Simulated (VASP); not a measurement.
# Converging a slab model of Zr(0001)

Wanted: the error that each setting leaves in the work function or ionisation potential of Zr(0001).

Main program and level: VASP 6.6.1; PBE; plane waves and PAW (Zr_sv), in the first sound run; inputs show where later runs differ.

## 1. Starting point

The cell holds 7 atoms: 7 Zr. Its edges and angles: a = 3.230 Å, b = 3.230 Å, c = 33.436 Å, α = 90.0°, β = 90.0°, γ = 60.0°. Vacuum lies along c.

As a file:

```
Zr
1.0
     3.23000    0.00000    0.00000
     1.61500    2.79726    0.00000
     0.00000    0.00000   33.43617
Zr
7
Direct
  0.00000 0.00000 0.26917
  0.66667 0.66667 0.34611
  0.00000 0.00000 0.42306
  0.66667 0.66667 0.50000
  0.00000 0.00000 0.57694
  0.66667 0.66667 0.65389
  0.00000 0.00000 0.73083
```

## 2. The base run

The base run sets the number that all others are held against.

INCAR

```
SYSTEM = Zr
PREC = Normal
ENCUT = 350
EDIFF = 1E-06
NELM = 120
ISMEAR = 1
SIGMA = 0.1
LREAL = .FALSE.
ALGO = Normal
GGA = PE
NBANDS = 52
LORBIT = 11
LWAVE = .FALSE.
LCHARG = .FALSE.
KPAR = 4
IDIPOL = 3
LDIPOL = .TRUE.
DIPOL = 0.5 0.5 0.5
LVHAR = .TRUE.
LVACPOTAV = .TRUE.
NEDOS = 1500
```

POSCAR

```
Zr
1.0
    3.2300000000      0.0000000000      0.0000000000
    1.6150000000      2.7972620542      0.0000000000
    0.0000000000      0.0000000000     33.4361700000
Zr
7
Direct
    0.0000000000      0.0000000000      0.2691695849
    0.6666666667      0.6666666667      0.3461130566
    0.0000000000      0.0000000000      0.4230565283
    0.6666666667      0.6666666667      0.5000000000
    0.0000000000      0.0000000000      0.5769434717
    0.6666666667      0.6666666667      0.6538869434
    0.0000000000      0.0000000000      0.7308304151
```

KPOINTS

```
Automatic mesh
0
Gamma
9 9 1
0 0 0
```

Potentials, in the order of the species: Zr_sv (PBE family, release 64).

Command:

```sh
$ mpirun -np 4 vasp_std
```

The log of the run:

```text
[banner, memory and clock lines left out]
running    4 mpi-ranks, on    1 nodes
 distrk:  each k-point on    1 cores,    4 groups
 distr:  one band on    1 cores,    1 groups

 POSCAR found type information on POSCAR Zr
 POSCAR found :  1 types and       7 ions
 LDA part: xc-table for (Slater+PW92), standard interpolation
 POSCAR, INCAR and KPOINTS ok, starting setup
 FFT: planning ... GRIDC
 FFT: planning ... GRID_SOFT
 FFT: planning ... GRID
 WAVECAR not read
 entering main loop
       N       E                     dE             d eps       ncg     rms          rms(c)
DAV:   1     0.666402991622E+03    0.66640E+03   -0.38656E+04  1584   0.113E+03
DAV:   2     0.140359904115E+02   -0.65237E+03   -0.63691E+03  1416   0.380E+02
DAV:   3    -0.512668265811E+02   -0.65303E+02   -0.63928E+02  2072   0.724E+01
DAV:   4    -0.611671687188E+02   -0.99003E+01   -0.98287E+01  2120   0.297E+01
DAV:   5    -0.623406626688E+02   -0.11735E+01   -0.11711E+01  1908   0.769E+00    0.266E+01
DAV:   6    -0.115989900768E+03   -0.53649E+02   -0.36376E+02  1932   0.506E+01    0.290E+01
DAV:   7    -0.796330703369E+02    0.36357E+02   -0.92108E+02  1860   0.363E+01    0.210E+01
DAV:   8    -0.643781891974E+02    0.15255E+02   -0.16351E+02  1672   0.306E+01    0.132E+01
DAV:   9    -0.581918030062E+02    0.61864E+01   -0.37365E+01  1768   0.132E+01    0.734E+00
DAV:  10    -0.581601731513E+02    0.31630E-01   -0.60958E+00  1936   0.506E+00    0.579E+00
DAV:  11    -0.582209064050E+02   -0.60733E-01   -0.44834E-01  1760   0.182E+00    0.556E+00
DAV:  12    -0.582127965599E+02    0.81098E-02   -0.39388E-02  1736   0.688E-01    0.527E+00
DAV:  13    -0.578683949491E+02    0.34440E+00   -0.57420E-01  1684   0.273E+00    0.304E+00
DAV:  14    -0.577786242320E+02    0.89771E-01   -0.48767E-01  1444   0.299E+00    0.176E+00
DAV:  15    -0.577230337482E+02    0.55590E-01   -0.25191E-01  1916   0.174E+00    0.816E-01
DAV:  16    -0.577308376570E+02   -0.78039E-02   -0.11360E-01  1832   0.124E+00    0.759E-01
DAV:  17    -0.577349456721E+02   -0.41080E-02   -0.12338E-02  1888   0.438E-01    0.932E-01
DAV:  18    -0.577228093215E+02    0.12136E-01   -0.39344E-02  1652   0.731E-01    0.196E-01
DAV:  19    -0.577224126970E+02    0.39662E-03   -0.41714E-03  1804   0.199E-01    0.816E-02
DAV:  20    -0.577224601947E+02   -0.47498E-04   -0.37687E-04  1752   0.924E-02    0.104E-01
DAV:  21    -0.577224740599E+02   -0.13865E-04   -0.46510E-04  1812   0.959E-02    0.271E-02
DAV:  22    -0.577225394264E+02   -0.65367E-04   -0.67847E-05  1704   0.331E-02    0.172E-02
DAV:  23    -0.577225936934E+02   -0.54267E-04   -0.32975E-04  1732   0.563E-02    0.364E-02
DAV:  24    -0.577226196790E+02   -0.25986E-04   -0.11634E-04  1616   0.396E-02    0.683E-03
DAV:  25    -0.577226356989E+02   -0.16020E-04   -0.25842E-05  1592   0.157E-02    0.116E-02
DAV:  26    -0.577226403036E+02   -0.46047E-05   -0.15812E-05  1292   0.147E-02    0.176E-03
DAV:  27    -0.577226456135E+02   -0.53099E-05   -0.13873E-06   892   0.502E-03    0.193E-03
DAV:  28    -0.577226510794E+02   -0.54659E-05   -0.43228E-07   808   0.264E-03    0.672E-04
DAV:  29    -0.577226550132E+02   -0.39338E-05   -0.33020E-07   816   0.157E-03    0.766E-04
DAV:  30    -0.577226569146E+02   -0.19014E-05   -0.10457E-07   780   0.108E-03    0.551E-04
DAV:  31    -0.577226592941E+02   -0.23795E-05   -0.12841E-07   764   0.146E-03    0.960E-04
DAV:  32    -0.577226606154E+02   -0.13214E-05   -0.11034E-07   768   0.122E-03    0.343E-04
DAV:  33    -0.577226609224E+02   -0.30691E-06   -0.19773E-08   728   0.492E-04
|                                                                             |
|           W    W    AA    RRRRR   N    N  II  N    N   GGGG   !!!           |
|           W    W   A  A   R    R  NN   N  II  NN   N  G    G  !!!           |
|           W    W  A    A  R    R  N N  N  II  N N  N  G       !!!           |
|           W WW W  AAAAAA  RRRRR   N  N N  II  N  N N  G  GGG   !            |
|           WW  WW  A    A  R   R   N   NN  II  N   NN  G    G                |
|           W    W  A    A  R    R  N    N  II  N    N   GGGG   !!!           |
|                                                                             |
|     Did not find any points to average over, which means that no vacuum     |
|     field-free region was found. Please increase the size of  your cell     |
|     in the dimension of the dipole correction to obtain accurate            |
|     workfunction values.                                                    |
|                                                                             |

   1 F= -.57722661E+02 E0= -.57719912E+02  d E =-.824746E-02
```

The job ended after 26 s (4 MPI ranks of AMD EPYC 9R45, shared host; peak memory 0.85 GiB; 98 s of CPU time).

Lines that name or quote the potential files are left out of all logs, and their timing lines are given in words.

Parts of OUTCAR (step 2):

```text
ion  position               nearest neighbor table
   1  0.000  0.000  0.269-   2 3.18   2 3.18   2 3.18
   2  0.667  0.667  0.346-   1 3.18   3 3.18   1 3.18   3 3.18   1 3.18   3 3.18
   3  0.000  0.000  0.423-   4 3.18   2 3.18   4 3.18   2 3.18   4 3.18   2 3.18
   4  0.667  0.667  0.500-   3 3.18   5 3.18   3 3.18   5 3.18   3 3.18   5 3.18
   5  0.000  0.000  0.577-   4 3.18   6 3.18   4 3.18   6 3.18   4 3.18   6 3.18
   6  0.667  0.667  0.654-   7 3.18   5 3.18   7 3.18   5 3.18   7 3.18   5 3.18
   7  0.000  0.000  0.731-   6 3.18   6 3.18   6 3.18

  LATTYP: Found a hexagonal cell.
 ALAT       =     3.2300000000
 C/A-ratio  =    10.3517554180

 Subroutine GETGRP returns: Found 12 space group operations
 (whereof 12 operations were pure point group operations)

The static configuration has the point symmetry D_3h.

 Found     12 irreducible k-points:

   k-points           NKPTS =     12   k-points in BZ     NKDIM =     12   number of bands    NBANDS=     52

   dimension x,y,z NGX =    16 NGY =   16 NGZ =  160
   dimension x,y,z NGXF=    32 NGYF=   32 NGZF=  320

   ENCUT  =  350.0 eV  25.72 Ry    5.07 a.u.   4.93  4.93 51.00*2*pi/ulx,y,z

   NELECT =      84.0000    total number of electrons

 k-points in reciprocal lattice and weights: Automatic mesh
   0.00000000  0.00000000  0.00000000       0.012
   0.11111111  0.00000000  0.00000000       0.074
   0.22222222  0.00000000  0.00000000       0.074
   0.33333333  0.00000000  0.00000000       0.074
   0.44444444  0.00000000  0.00000000       0.074
   0.22222222  0.11111111  0.00000000       0.074
   0.33333333  0.11111111  0.00000000       0.148
   0.44444444  0.11111111  0.00000000       0.148
  -0.44444444  0.11111111  0.00000000       0.074
   0.44444444  0.22222222  0.00000000       0.074
  -0.44444444  0.22222222  0.00000000       0.148
  -0.33333333  0.33333333  0.00000000       0.025

 dipolmoment           0.000000      0.000000     -0.000000 electrons x Angstroem

 average (electrostatic) potential at core
       1 -80.9273       2 -80.5617       3 -80.5743       4 -80.6562       5 -80.5743
       6 -80.5617       7 -80.9273

 E-fermi :   3.0206

 k-point     1 :       0.0000    0.0000    0.0000
  band No.  band energies     occupation
    ...
     33      -0.4070      2.00000
     34      -0.0991      2.00000
     35      -0.0282      2.00000
     36       2.8828      2.06509
     37       2.9074      2.06788
     38       3.2378     -0.00883
     39       3.2643     -0.00306
     40       3.6695     -0.00000
     41       3.6813     -0.00000
     42       3.7120     -0.00000
    ...

 k-point     2 :       0.1111    0.0000    0.0000
  band No.  band energies     occupation
    ...
     34       0.2284      2.00000
     35       0.2861      2.00000
     36       2.6416      2.00000
     37       2.7708      2.00234
     38       2.8458      2.03305
     39       3.1432     -0.07091
     40       3.2106     -0.02175
     41       3.2781     -0.00164
     42       3.3243     -0.00015
     43       3.4654     -0.00000
    ...

 k-point     3 :       0.2222    0.0000    0.0000
  band No.  band energies     occupation
    ...
     39       2.4572      2.00000
     40       2.6031      2.00000
     41       2.6104      2.00000
     42       2.8923      2.06996
     43       2.9623      1.82407
     44       3.2433     -0.00718
     45       3.4052     -0.00000
     46       3.6786     -0.00000
     47       3.7410     -0.00000
     48       3.9067     -0.00000
    ...

  Total       -2.8420145     -2.8420145     -2.1865127      0.0000000      0.0000000     -0.0000000
  in kB      -15.0724784    -15.0724784    -11.5960582      0.0000000      0.0000000     -0.0000000
  external PRESSURE =     -13.9136716 kB  Pullay stress =       0.0000000 kB

  energy-cutoff  :      350.00
  volume of cell :      302.10
      direct lattice vectors                 reciprocal lattice vectors
     3.230000000  0.000000000  0.000000000     0.309597523 -0.178746213  0.000000000
     1.615000000  2.797262054  0.000000000     0.000000000  0.357492427  0.000000000
     0.000000000  0.000000000 33.436170000     0.000000000  0.000000000  0.029907732

 POSITION                                       TOTAL-FORCE (eV/Angst)
 -----------------------------------------------------------------------------------
      0.00000      0.00000      9.00000        -0.000000      0.000000      0.459919
      3.23000      1.86484     11.57269         0.000000     -0.000000     -0.587798
      0.00000      0.00000     14.14539         0.000000      0.000000      0.055387
      3.23000      1.86484     16.71808         0.000000      0.000000     -0.000000
      0.00000      0.00000     19.29078         0.000000      0.000000     -0.055387
      3.23000      1.86484     21.86348         0.000000     -0.000000      0.587798
      0.00000      0.00000     24.43617        -0.000000      0.000000     -0.459919
 -----------------------------------------------------------------------------------
    total drift:                               -0.000001     -0.000000      0.000000

  FREE ENERGIE OF THE ION-ELECTRON SYSTEM (eV)
  ---------------------------------------------------
  free  energy   TOTEN  =       -57.7226609224 eV

  energy  without entropy=      -57.7144134648  energy(sigma->0) =      -57.71991177

 vacuum level on the upper side and lower side of the slab         7.233         7.233

 total charge
# of ion       s       p       d       tot
------------------------------------------
    1        2.235   5.930   1.613   9.777
    2        2.230   5.961   1.622   9.813
    3        2.232   5.959   1.634   9.825
    4        2.232   5.959   1.628   9.819
    5        2.232   5.959   1.634   9.825
    6        2.230   5.961   1.622   9.813
    7        2.235   5.930   1.613   9.777
--------------------------------------------------
tot         15.624  41.658  11.366  68.649

[... 3 further parts left out ...]
```

Numbers from this step:

```yaml
electronic_cycles: 33
electrons: 84
free_energy_toten: -57.7227 eV
energy_at_zero_smearing: -57.7199 eV
fermi_energy: 3.021 eV
labelled_metallic_from_the_levels_on_this_mesh: yes
dipole_moment: 0, 0, 0 e·Å
vacuum_levels: 7.233, 7.233 eV
work_functions_of_the_upper_and_lower_face: 4.212, 4.212 eV
highest_filled_level_below_the_vacuum: 4.212 eV
```

The planar average of the electrostatic potential oscillates, so the rows of the table below give means over windows of 2.61 Å about each position, cut where the curve ends. Its maxima inside the range that stand out by 2 % of the span (Å: eV): 10.2: -0.105, 12.9: -0.321, 15.5: -0.385, 18.0: -0.385, 20.6: -0.321, 23.2: -0.105. Its minima: 9.0: -18.5, 11.6: -18.3, 14.1: -18.2, 16.7: -18.3, 19.3: -18.2, 21.8: -18.3, 24.4: -18.5.

Zero at the Fermi level. Table of planar average of the electrostatic potential by height; means over each step:

```csv
height (Å),planar average of the electrostatic potential (eV)
1.30,4.21
3.92,4.21
6.53,3.39
9.14,-8.97
11.75,-8.86
14.36,-8.91
16.97,-8.96
19.58,-8.91
22.19,-8.84
24.80,-8.59
27.41,3.91
30.02,4.21
32.63,4.21
```

Density of states in the PAW spheres, an atom over height of the layer and energy from the Fermi level.

Ten even steps from '0' (0.00 states/eV) to '9' (1.23 states/eV), each cell a mean:
```
9688869
9446449
6443446
7787877
6655566
3334333
4555554
4544454
1344431
1111111
0001000
0000000
0000000
0000000
0000000
0000000
0000000
0000000
0000000
0000000
0000000
0000000
```
Columns: height of the layer (Å) from 9 to 24.4; rows upwards: energy from the Fermi level (eV) from -7.9 to 0.5.

Force by atom:

```csv
atom,x (eV/Å),y (eV/Å),z (eV/Å),size
Zr1,0.000,0.000,0.460,0.460
Zr2,0.000,0.000,-0.588,0.588
Zr3,0.000,0.000,0.055,0.055
Zr4,0.000,0.000,0.000,0.000
Zr5,0.000,0.000,-0.055,0.055
Zr6,0.000,0.000,0.588,0.588
Zr7,0.000,0.000,-0.460,0.460
```

The highest filled level lies 4.21 eV below the vacuum at the upper face.

Only the dipole across the slab is computed (IDIPOL = 3); zeros along the plane are no results.

The map of layer states is cut here 0.5 eV above the Fermi level, so it leaves out the states above that.

(Part 1 of 5 ends here.)

[Lines on the potential files, build, host, timing and source positions are cut from VASP's logs without a mark.]

[Logs are printed without paths, hosts, clocks, repeated set-up lines and the standing remarks that a program may print on its own settings, such as how far it seeks lower states.]

[Hosts, paths, dates, database ids (printed as entryN), source tags and the programs' standing remarks are cut or masked in the printed files.]

[In band tables of VASP the shares of atoms and orbitals are scaled to a sum of 1 inside the atoms' spheres.]

[Runs that stopped without an error message from VASP are left out.]
